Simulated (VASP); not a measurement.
These are PBE GGA, VASP's PBE PAW potentials (set 64) (plane waves; VASP 6.6.1) values and carry that method's errors.

Input for VASP

INCAR:
```
! general
SYSTEM    =  Ni
PREC      =  Accurate
ENCUT     =  400   ! plane-wave cut-off (eV)
LREAL     =  .False.   ! projection in real space or not
LASPH     =  .True.   ! aspherical one-centre terms
KSPACING  =  0.8
KGAMMA    =  .True.

! electronic loop
EDIFF     =  1E-6   ! SCF stop (eV)
NELM      =  100   ! most electronic steps
ALGO      =  Normal   ! blocked Davidson
LMAXMIX   =  4

! smearing
ISMEAR    =  1   ! Methfessel-Paxton
SIGMA     =  0.1   ! width (eV)

! functional
GGA       =  PE   ! PBE

! spin
ISPIN     =  2   ! spin-polarised
MAGMOM    =  0.8

! ions
ISIF      =  2

! output
LWAVE     =  .False.
LCHARG    =  .False.
LORBIT    =  10
```

POSCAR:
```
Ni
1.79520
  0.0000000000   1.0000000000   1.0000000000
  1.0000000000   0.0000000000   1.0000000000
  1.0000000000   1.0000000000   0.0000000000
Ni
1
Direct
  0.0000000000   0.0000000000   0.0000000000
```

POTCAR, in this order: Ni (PBE.64 set). Program: vasp_std.

The resulting files:

OUTCAR:
```
 ion  position               nearest neighbor table
   1  0.000  0.000  0.000-
  LATTYP: Found a face centered cubic cell.
 ALAT       =     3.5904000000
 Subroutine PRICEL returns:
 Original cell was already a primitive cell.
 Subroutine GETGRP returns: Found 48 space group operations
The static configuration has the point symmetry O_h .
The dynamic configuration has the point symmetry O_h .
The overall configuration has the point symmetry O_h .
 Subroutine INISYM returns: Found 48 space group operations
 Subroutine IBZKPT returns following result:
 Found      8 irreducible k-points:

 Following reciprocal coordinates:
            Coordinates               Weight
  0.000000  0.000000  0.000000      1.000000
  0.250000  0.000000  0.000000      8.000000
  0.500000  0.000000  0.000000      4.000000
  0.250000  0.250000  0.000000      6.000000
  0.500000  0.250000  0.000000     24.000000
 -0.250000  0.250000  0.000000     12.000000
  0.500000  0.500000  0.000000      3.000000
 -0.250000  0.500000  0.250000      6.000000
   k-points           NKPTS =      8   k-points in BZ     NKDIM =      8   number of bands    NBANDS=      9
...
```

File OSZICAR:
```
       N       E                     dE             d eps       ncg     rms          rms(c)
DAV:   1     0.179295595007E+02    0.17930E+02   -0.40053E+03   288   0.109E+03
DAV:   2    -0.626803409134E+01   -0.24198E+02   -0.23297E+02   305   0.150E+02
DAV:   3    -0.650515073000E+01   -0.23712E+00   -0.23687E+00   381   0.195E+01
DAV:   4    -0.650709125139E+01   -0.19405E-02   -0.19404E-02   353   0.144E+00
DAV:   5    -0.650715331316E+01   -0.62062E-04   -0.62061E-04   373   0.199E-01    0.932E+00
DAV:   6    -0.598139878302E+01    0.52575E+00   -0.17617E+01   295   0.665E+01    0.684E+00
DAV:   7    -0.553197579103E+01    0.44942E+00   -0.37855E+00   296   0.284E+01    0.197E+00
DAV:   8    -0.551021427582E+01    0.21762E-01   -0.69567E-02   315   0.346E+00    0.847E-01
DAV:   9    -0.550668806710E+01    0.35262E-02   -0.58759E-03   383   0.882E-01    0.222E-01
DAV:  10    -0.550607706397E+01    0.61100E-03   -0.71104E-04   334   0.218E-01    0.739E-02
DAV:  11    -0.550605797483E+01    0.19089E-04   -0.21008E-05   354   0.644E-02    0.507E-02
DAV:  12    -0.550605812647E+01   -0.15164E-06   -0.18367E-06   228   0.130E-02
   1 F= -.55060581E+01 E0= -.55051949E+01  d E =-.258978E-02  mag=     0.5940
```

OUTCAR:
```
------------------------ aborting loop because EDIFF is reached ----------------------------------------
  FORCE on cell =-STRESS in cart. coord.  units (eV):
  Direction    XX          YY          ZZ          XY          YZ          ZX
  --------------------------------------------------------------------------------------
  Total       -1.0737235     -1.0737235     -1.0737235     -0.0000000      0.0000000      0.0000000
  in kB     -148.6738309   -148.6738309   -148.6738309     -0.0000000      0.0000000      0.0000000
  external PRESSURE =    -148.6738309 kB  Pullay stress =       0.0000000 kB
  volume of cell :       11.57
      direct lattice vectors                 reciprocal lattice vectors
     0.000000000  1.795200000  1.795200000    -0.278520499  0.278520499  0.278520499
     1.795200000  0.000000000  1.795200000     0.278520499 -0.278520499  0.278520499
     1.795200000  1.795200000  0.000000000     0.278520499  0.278520499 -0.278520499
 POSITION                                       TOTAL-FORCE (eV/Angst)
 -----------------------------------------------------------------------------------
      0.00000      0.00000      0.00000        -0.000000      0.000000      0.000000
 -----------------------------------------------------------------------------------
    total drift:                                0.000000     -0.000000      0.000000
  FREE ENERGIE OF THE ION-ELECTRON SYSTEM (eV)
  ---------------------------------------------------
  free  energy   TOTEN  =        -5.5060581265 eV

  energy  without entropy=       -5.5034683475  energy(sigma->0) =       -5.50519487

 total charge

# of ion       s       p       d       tot
------------------------------------------
    1        0.461   0.458   8.279   9.198

 magnetization (x)

# of ion       s       p       d       tot
------------------------------------------
    1       -0.013  -0.024   0.651   0.614
```
(Selected blocks of OUTCAR.)

The compound is Ni in the fcc structure. The cell was not relaxed at this level. The run is one of a series of settings (KGAMMA = .TRUE., KSPACING = 0.8, KPOINTS file removed against the base run), some of them coarse on purpose.
